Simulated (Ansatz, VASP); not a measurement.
# C (Graphite): VASP beside Ansatz, part 2 of 2

Aim: how closely do two programs agree when they are given the same cell, functional and k mesh? The cell is taken from a series of runs on this material, whose earlier steps may have relaxed, scaled, displaced or heated it; both programs get it as it stands.

VASP 6.6.1 and Ansatz 0.2.0.

So far: The starting structure; Ansatz: zone-centre phonons, LDA.

### Step 3. VASP: zone-centre phonons, LDA

Level of this step: LDA; plane waves and PAW (C) (VASP).

The same cell, functional (in two slightly different forms), mesh and smearing now go to VASP, with its own data sets.

Lines of VASP's logs that name or quote its potential files are left out, and so is its time.

File INCAR:

```
SYSTEM = C
PREC = Accurate
ENCUT = 600
EDIFF = 1E-08
NELM = 120
ISMEAR = 1
SIGMA = 0.2
LREAL = .FALSE.
ALGO = Normal
GGA = CA
NBANDS = 14
LORBIT = 11
LWAVE = .FALSE.
LCHARG = .FALSE.
ISIF = 2
IBRION = 8
LASPH = .TRUE.
GGA_COMPAT = .FALSE.
KPAR = 2
```

File POSCAR:

```
C
1.0
    2.4449026517      0.0000000000      0.0000000000
   -1.2224513259      2.1173478062      0.0000000000
    0.0000000000      0.0000000000      6.6494072431
C
4
Direct
    0.0000000000      0.0000000000      0.7500000000
    0.0000000000      0.0000000000      0.2500000000
    0.3333333333      0.6666666667      0.7500000000
    0.6666666667      0.3333333333      0.2500000000
```

File KPOINTS:

```
Automatic mesh
0
Gamma
24 24 8
0 0 0
```

PAW data sets: C (LDA family, release 64).

Run with:

```
> mpirun -np 2 vasp_std
```

Numbers of over 12 decimals in the logs are rounded to 6 here.

The log of the run:

```text
[banner, memory and clock lines left out]
running    2 mpi-ranks, on    1 nodes
 distrk:  each k-point on    1 cores,    2 groups
 distr:  one band on    1 cores,    1 groups

 POSCAR found type information on POSCAR C
 POSCAR found :  1 types and       4 ions
 LDA part: xc-table for (Slater(with rela. corr.)+CA(PZ))
 , standard interpolation
 POSCAR, INCAR and KPOINTS ok, starting setup
 FFT: planning ... GRIDC
 FFT: planning ... GRID_SOFT
 FFT: planning ... GRID
 WAVECAR not read
 entering main loop
       N       E                     dE             d eps       ncg     rms          rms(c)
DAV:   1     0.414981253750E+02    0.41498E+02   -0.88756E+03  8564   0.118E+03
DAV:   2    -0.398835315647E+02   -0.81382E+02   -0.73750E+02 11618   0.219E+02
DAV:   3    -0.433127102245E+02   -0.34292E+01   -0.34048E+01 11174   0.433E+01
DAV:   4    -0.433502200188E+02   -0.37510E-01   -0.37494E-01 10582   0.542E+00
DAV:   5    -0.433509677094E+02   -0.74769E-03   -0.74725E-03 11262   0.727E-01    0.941E+00
DAV:   6    -0.411380042357E+02    0.22130E+01   -0.18476E+00 10016   0.896E+00    0.533E+00
DAV:   7    -0.404596839201E+02    0.67832E+00   -0.19913E+00  9914   0.951E+00    0.146E+00
DAV:   8    -0.404624242192E+02   -0.27403E-02   -0.93065E-02 10166   0.200E+00    0.340E-01
DAV:   9    -0.404605527703E+02    0.18714E-02   -0.36993E-03 11042   0.444E-01    0.104E-01
DAV:  10    -0.404605246979E+02    0.28072E-04   -0.37898E-04 10218   0.140E-01    0.385E-02
DAV:  11    -0.404605243470E+02    0.35089E-06   -0.12461E-05 10564   0.277E-02    0.280E-03
DAV:  12    -0.404605242728E+02    0.74197E-07   -0.31665E-07 11302   0.440E-03    0.237E-03
DAV:  13    -0.404605242858E+02   -0.13049E-07   -0.43098E-08 10444   0.164E-03    0.283E-04
DAV:  14    -0.404605242833E+02    0.25727E-08   -0.17101E-09  6928   0.334E-04
   1 F= -.40460524E+02 E0= -.40460454E+02  d E =-.212067E-03
 Linear response reoptimize wavefunctions to high precision
DAV:   1    -0.404605242848E+02   -0.15264E-08   -0.33657E-10  7860   0.142E-04
DAV:   2    -0.404605242848E+02    0.13415E-10   -0.56651E-11  6304   0.583E-05
 Linear response DOF=           4
 Linear response progress:
  Degree of freedom:   1/  4
       N       E                     dE             d eps       ncg     rms          rms(c)
RMM:   1    -0.131504683075E+00   -0.13150E+00   -0.18947E-03 93906   0.237E+00
RMM:   2    -0.117372407214E+00    0.14132E-01   -0.47962E-04 67001   0.523E-01    0.246E-01
RMM:   3    -0.117521568592E+00   -0.14916E-03    0.96629E-04 65954   0.192E-01    0.133E-01
RMM:   4    -0.118575585116E+00   -0.10540E-02    0.68450E-04 62252   0.189E-01    0.148E-02
RMM:   5    -0.118675031954E+00   -0.99447E-04   -0.78479E-05 72392   0.269E-02    0.173E-03
RMM:   6    -0.118673084873E+00    0.19471E-05   -0.14900E-06 74075   0.329E-03    0.630E-04
RMM:   7    -0.118667262492E+00    0.58224E-05    0.44436E-06 73866   0.945E-04    0.176E-04
RMM:   8    -0.118668906696E+00   -0.16442E-05    0.41397E-06 75156   0.370E-04    0.239E-05
RMM:   9    -0.118669150529E+00   -0.24383E-06   -0.13578E-06 78102   0.160E-04    0.593E-06
RMM:  10    -0.118669149615E+00    0.91395E-09   -0.83893E-07 78162   0.115E-04    0.275E-06
RMM:  11    -0.118669148578E+00    0.10364E-08   -0.15826E-06 77075   0.104E-04    0.833E-07
RMM:  12    -0.118669132794E+00    0.15785E-07   -0.15753E-06 68025   0.100E-04    0.104E-07
RMM:  13    -0.118669136259E+00   -0.34649E-08   -0.16805E-06 53071   0.988E-05    0.444E-08
 first order change of Fermi-energy  -0.23958E-03
 force on displaced ion       1 direction 1 : -56.688  -0.160   0.000
 Linear response progress:
  Degree of freedom:   2/  4
       N       E                     dE             d eps       ncg     rms          rms(c)
RMM:   1    -0.136942586565E+00   -0.13694E+00    0.64735E-02 22921   0.210E+00
RMM:   2    -0.137330326208E+00   -0.38774E-03   -0.16225E-03 19453   0.283E-01    0.199E-01
RMM:   3    -0.137117971518E+00    0.21235E-03   -0.57835E-04 18390   0.154E-01    0.103E-01
RMM:   4    -0.137376228212E+00   -0.25826E-03   -0.26954E-04 19693   0.106E-01    0.228E-02
RMM:   5    -0.137278697167E+00    0.97531E-04   -0.13141E-05 21240   0.223E-02    0.282E-03
RMM:   6    -0.137270208315E+00    0.84889E-05   -0.98759E-07 22419   0.420E-03    0.851E-04
RMM:   7    -0.137259306042E+00    0.10902E-04   -0.38670E-08 20367   0.151E-03    0.226E-04
RMM:   8    -0.137258792851E+00    0.51319E-06   -0.49476E-08 23345   0.408E-04    0.403E-05
RMM:   9    -0.137259009665E+00   -0.21681E-06   -0.15964E-08 23578   0.151E-04    0.106E-05
RMM:  10    -0.137259022281E+00   -0.12616E-07   -0.32225E-08 23992   0.116E-04    0.158E-06
RMM:  11    -0.137259027042E+00   -0.47610E-08   -0.43790E-08 22450   0.108E-04    0.586E-07
 first order change of Fermi-energy   0.11032E-03
 force on displaced ion       1 direction 3 :  -0.000   0.000 -17.371
 Linear response progress:
  Degree of freedom:   3/  4
       N       E                     dE             d eps       ncg     rms          rms(c)
RMM:   1    -0.131950543310E+00   -0.13195E+00   -0.58225E-03 93940   0.237E+00
RMM:   2    -0.118219331675E+00    0.13731E-01   -0.81577E-03 66984   0.522E-01    0.246E-01
RMM:   3    -0.117971205973E+00    0.24813E-03   -0.28122E-03 65887   0.193E-01    0.133E-01
RMM:   4    -0.118968597267E+00   -0.99739E-03   -0.24798E-03 62282   0.190E-01    0.148E-02
RMM:   5    -0.118740271801E+00    0.22833E-03    0.42051E-05 72387   0.270E-02    0.174E-03
RMM:   6    -0.118750639309E+00   -0.10368E-04   -0.18750E-06 73841   0.332E-03    0.634E-04
RMM:   7    -0.118745105485E+00    0.55338E-05    0.16632E-06 73506   0.955E-04    0.179E-04
RMM:   8    -0.118747128191E+00   -0.20227E-05   -0.32011E-06 75148   0.371E-04    0.243E-05
RMM:   9    -0.118746557572E+00    0.57062E-06   -0.20225E-07 77905   0.163E-04    0.702E-06
RMM:  10    -0.118746689395E+00   -0.13182E-06   -0.12143E-06 78134   0.117E-04    0.260E-06
RMM:  11    -0.118746665361E+00    0.24034E-07   -0.15602E-06 77124   0.106E-04    0.667E-07
RMM:  12    -0.118746668106E+00   -0.27454E-08   -0.18404E-06 65048   0.101E-04    0.774E-08
 first order change of Fermi-energy   0.23075E-03
 force on displaced ion       3 direction 1 : -56.636  -0.162   0.000
 Linear response progress:
  Degree of freedom:   4/  4
       N       E                     dE             d eps       ncg     rms          rms(c)
RMM:   1    -0.137508707706E+00   -0.13751E+00    0.63409E-02 23192   0.209E+00
RMM:   2    -0.137900122208E+00   -0.39141E-03   -0.15020E-03 19336   0.280E-01    0.198E-01
RMM:   3    -0.137687525545E+00    0.21260E-03   -0.58353E-04 18290   0.156E-01    0.102E-01
RMM:   4    -0.137956337408E+00   -0.26881E-03   -0.26749E-04 19591   0.107E-01    0.227E-02
RMM:   5    -0.137862656010E+00    0.93681E-04   -0.14079E-05 21442   0.225E-02    0.283E-03
RMM:   6    -0.137856068368E+00    0.65876E-05   -0.36620E-07 22480   0.446E-03    0.894E-04
RMM:   7    -0.137844243322E+00    0.11825E-04   -0.75832E-08 20390   0.167E-03    0.227E-04
RMM:   8    -0.137843670745E+00    0.57258E-06   -0.17510E-08 23350   0.433E-04    0.397E-05
RMM:   9    -0.137843895829E+00   -0.22508E-06   -0.63240E-08 23416   0.156E-04    0.122E-05
RMM:  10    -0.137843902484E+00   -0.66552E-08   -0.59495E-08 23943   0.123E-04    0.160E-06
 first order change of Fermi-energy   0.14081E-03
 force on displaced ion       3 direction 3 :  -0.000  -0.000 -17.511
 Linear response finished
```

OUTCAR, selected parts (step 3):

```text
ion  position               nearest neighbor table
   1  0.000  0.000  0.750-   3 1.41   3 1.41   3 1.41
   2  0.000  0.000  0.250-   4 1.41   4 1.41   4 1.41
   3  0.333  0.667  0.750-   1 1.41   1 1.41   1 1.41
   4  0.667  0.333  0.250-   2 1.41   2 1.41   2 1.41

  LATTYP: Found a hexagonal cell.
 ALAT       =     2.4449026517
 C/A-ratio  =     2.7197022501

 Subroutine GETGRP returns: Found 24 space group operations
 (whereof 12 operations were pure point group operations)

The static configuration has the point symmetry D_3d.
 The point group associated with its full space group is D_6h.

 Found    305 irreducible k-points:

   k-points           NKPTS =    305   k-points in BZ     NKDIM =    305   number of bands    NBANDS=     14

   dimension x,y,z NGX =    20 NGY =   20 NGZ =   54
   dimension x,y,z NGXF=    40 NGYF=   40 NGZF=  108

   ENCUT  =  600.0 eV  44.10 Ry    6.64 a.u.   4.88  4.88 13.28*2*pi/ulx,y,z

   NELECT =      16.0000    total number of electrons

 k-points in reciprocal lattice and weights: Automatic mesh
   0.00000000  0.00000000  0.00000000       0.000
   0.04166667  0.00000000  0.00000000       0.001
   0.08333333  0.00000000  0.00000000       0.001
   0.12500000  0.00000000  0.00000000       0.001
   0.16666667  0.00000000  0.00000000       0.001
   0.20833333  0.00000000  0.00000000       0.001
   0.25000000  0.00000000  0.00000000       0.001
   0.29166667 -0.00000000  0.00000000       0.001
   0.33333333  0.00000000  0.00000000       0.001
[...]
0.33333333  0.29166667  0.50000000       0.003
   0.33333333  0.33333333  0.50000000       0.000

 average (electrostatic) potential at core
       1 -54.7373       2 -54.7373       3 -54.7027       4 -54.7027

  Total        0.1479646      0.1479646     -0.0853289     -0.0000000     -0.0000000      0.0000000
  in kB        6.8870279      6.8870279     -3.9716428     -0.0000000     -0.0000000      0.0000000
  external PRESSURE =       3.2674710 kB  Pullay stress =       0.0000000 kB

  energy-cutoff  :      600.00
  volume of cell :       34.42
      direct lattice vectors                 reciprocal lattice vectors
     2.444902652  0.000000000  0.000000000     0.409014240  0.236144482  0.000000000
    -1.222451326  2.117347806  0.000000000     0.000000000  0.472288963  0.000000000
     0.000000000  0.000000000  6.649407243     0.000000000  0.000000000  0.150389345

 POSITION                                       TOTAL-FORCE (eV/Angst)
 -----------------------------------------------------------------------------------
      0.00000      0.00000      4.98706        -0.000000      0.000000     -0.000000
      0.00000      0.00000      1.66235         0.000000     -0.000000      0.000000
     -0.00000      1.41157      4.98706         0.000000      0.000000     -0.000000
      1.22245      0.70578      1.66235        -0.000000     -0.000000     -0.000000
 -----------------------------------------------------------------------------------
    total drift:                                0.000000     -0.000000     -0.000000

 Eigenvectors and eigenvalues of the dynamical matrix
 ----------------------------------------------------

   1 f  =   48.067781 THz   302.018775 2PiTHz 1603.368588 cm-1   198.792280 meV
             X         Y         Z           dx          dy          dz
      0.000000  0.000000  4.987055    -0.196404    0.459892    0.000000
      0.000000  0.000000  1.662352    -0.196404    0.459892    0.000000
     -0.000000  1.411565  4.987055     0.196345   -0.459754    0.000000
      1.222451  0.705783  1.662352     0.196345   -0.459754    0.000000

   2 f  =   48.067781 THz   302.018775 2PiTHz 1603.368588 cm-1   198.792280 meV
             X         Y         Z           dx          dy          dz
      0.000000  0.000000  4.987055    -0.459892   -0.196404    0.000000
      0.000000  0.000000  1.662352    -0.459892   -0.196404   -0.000000
     -0.000000  1.411565  4.987055     0.459754    0.196345   -0.000000
      1.222451  0.705783  1.662352     0.459754    0.196345    0.000000

   3 f  =   47.954918 THz   301.309636 2PiTHz 1599.603884 cm-1   198.325516 meV
             X         Y         Z           dx          dy          dz
      0.000000  0.000000  4.987055    -0.196437    0.459968   -0.000000
      0.000000  0.000000  1.662352     0.196437   -0.459968   -0.000000
     -0.000000  1.411565  4.987055     0.196313   -0.459677    0.000000
      1.222451  0.705783  1.662352    -0.196313    0.459677    0.000000

   4 f  =   47.954918 THz   301.309636 2PiTHz 1599.603884 cm-1   198.325516 meV
             X         Y         Z           dx          dy          dz
      0.000000  0.000000  4.987055    -0.459968   -0.196437   -0.000000
      0.000000  0.000000  1.662352     0.459968    0.196437    0.000000
     -0.000000  1.411565  4.987055     0.459677    0.196313    0.000000
      1.222451  0.705783  1.662352    -0.459677   -0.196313   -0.000000

   5 f  =   26.616102 THz   167.233899 2PiTHz  887.817585 cm-1   110.075302 meV
             X         Y         Z           dx          dy          dz
      0.000000  0.000000  4.987055     0.000000   -0.000000   -0.500015
      0.000000  0.000000  1.662352    -0.000000    0.000000   -0.500015
     -0.000000  1.411565  4.987055     0.000000    0.000000    0.499985
      1.222451  0.705783  1.662352    -0.000000    0.000000    0.499985

   6 f  =   26.456801 THz   166.232983 2PiTHz  882.503890 cm-1   109.416488 meV
             X         Y         Z           dx          dy          dz
      0.000000  0.000000  4.987055     0.000000    0.000000   -0.497909
      0.000000  0.000000  1.662352    -0.000000   -0.000000    0.497909
     -0.000000  1.411565  4.987055     0.000000   -0.000000    0.502082
      1.222451  0.705783  1.662352    -0.000000   -0.000000   -0.502082

   7 f  =    3.348540 THz    21.039500 2PiTHz  111.695284 cm-1    13.848444 meV
             X         Y         Z           dx          dy          dz
      0.000000  0.000000  4.987055     0.000000    0.000000   -0.502082
      0.000000  0.000000  1.662352    -0.000000   -0.000000    0.502082
     -0.000000  1.411565  4.987055     0.000000    0.000000   -0.497909
      1.222451  0.705783  1.662352    -0.000000   -0.000000    0.497909

   8 f  =    1.282183 THz     8.056195 2PiTHz   42.769029 cm-1     5.302681 meV
             X         Y         Z           dx          dy          dz
      0.000000  0.000000  4.987055    -0.197615    0.459119    0.000000
      0.000000  0.000000  1.662352     0.197615   -0.459119    0.000000
     -0.000000  1.411565  4.987055    -0.197741    0.459409    0.000000
      1.222451  0.705783  1.662352     0.197741   -0.459409    0.000000

   9 f  =    1.282183 THz     8.056195 2PiTHz   42.769029 cm-1     5.302681 meV
             X         Y         Z           dx          dy          dz
      0.000000  0.000000  4.987055     0.459119    0.197615   -0.000000
      0.000000  0.000000  1.662352    -0.459119   -0.197615   -0.000000
     -0.000000  1.411565  4.987055     0.459409    0.197741   -0.000000
      1.222451  0.705783  1.662352    -0.459409   -0.197741   -0.000000

  10 f/i=    0.000818 THz     0.005141 2PiTHz    0.027293 cm-1     0.003384 meV
             X         Y         Z           dx          dy          dz
      0.000000  0.000000  4.987055    -0.000000    0.000000   -0.499985
      0.000000  0.000000  1.662352    -0.000000    0.000000   -0.499985
     -0.000000  1.411565  4.987055    -0.000000    0.000000   -0.500015
      1.222451  0.705783  1.662352    -0.000000    0.000000   -0.500015

  11 f/i=    0.007187 THz     0.045159 2PiTHz    0.239742 cm-1     0.029724 meV
             X         Y         Z           dx          dy          dz
      0.000000  0.000000  4.987055    -0.392248   -0.309946    0.000000
      0.000000  0.000000  1.662352    -0.392248   -0.309946    0.000000
     -0.000000  1.411565  4.987055    -0.392366   -0.310038    0.000000
      1.222451  0.705783  1.662352    -0.392366   -0.310038    0.000000

  12 f/i=    0.007187 THz     0.045159 2PiTHz    0.239742 cm-1     0.029724 meV
             X         Y         Z           dx          dy          dz
      0.000000  0.000000  4.987055     0.309946   -0.392248   -0.000000
      0.000000  0.000000  1.662352     0.309946   -0.392248   -0.000000
     -0.000000  1.411565  4.987055     0.310038   -0.392366   -0.000000
      1.222451  0.705783  1.662352     0.310038   -0.392366   -0.000000

 ELASTIC MODULI CONTR FROM IONIC RELAXATION (kBar)
 Direction    XX          YY          ZZ          XY          YZ          ZX
 --------------------------------------------------------------------------------
 XX        -283.5374    283.5374      0.0000      0.0000      0.0000      0.0000
 YY         283.5374   -283.5374     -0.0000      0.0000     -0.0000      0.0000
 ZZ           0.0000     -0.0000     -0.0000     -0.0000     -0.0000      0.0000
 XY           0.0000      0.0000     -0.0000   -283.5374      0.0000      0.0000
 YZ           0.0000     -0.0000     -0.0000      0.0000     -0.0000      0.0000
 ZX           0.0000      0.0000      0.0000      0.0000      0.0000      0.0000
 --------------------------------------------------------------------------------
```

### Step 4. Side by side

Known differences besides the potentials themselves: the two LDA forms differ slightly; the cutoff is 420 eV in Ansatz and 600 eV in VASP; VASP's log shows a relativistic correction to its local exchange, Ansatz's none. Total energies have different zeros and are not compared.

Compared:

```
                  quantity  Ansatz    VASP  difference
optical mode 1 to 2 (cm⁻¹)    41.9    42.8        -0.9
     optical mode 3 (cm⁻¹)   109.7   111.7     -1.80 %
     optical mode 4 (cm⁻¹)   885.0   882.5     +0.28 %
     optical mode 5 (cm⁻¹)   890.2   887.8     +0.27 %
optical mode 6 to 7 (cm⁻¹)  1599.3  1599.6     -0.02 %
optical mode 8 to 9 (cm⁻¹)  1603.7  1603.4     +0.02 %
```

Modes are paired by rising frequency, not by their patterns, so a pair may set unlike modes beside each other; they are those without the splitting of longitudinal modes.

### Step 5. What came out

| Property | Result |
| --- | --- |
| r.m.s. difference of the optical zone-centre modes, each program's sorted by frequency (zone-centre phonons, LDA) | 1.4 cm⁻¹ |
| difference in optical mode 3 (zone-centre phonons, LDA) | -1.8 % |

The r.m.s. difference of the optical zone-centre modes, each program's sorted by frequency is 1.4 cm⁻¹ (zone-centre phonons, LDA). Among the rows given in per cent, the largest difference of the zone-centre phonons, LDA pair is in optical mode 3, -1.8 %. 1 further run of this series is not shown here. How closely two codes agree says nothing of how well the functional describes the real material.

[Lines on the potential files, build, host, timing and source positions are cut from VASP's logs without a mark.]

[Logs are printed without paths, hosts, clocks, repeated set-up lines and the standing remarks that a program may print on its own settings, such as how far it seeks lower states.]

[Hosts, paths, dates, database ids (printed as entryN), source tags and the programs' standing remarks are cut or masked in the printed files.]
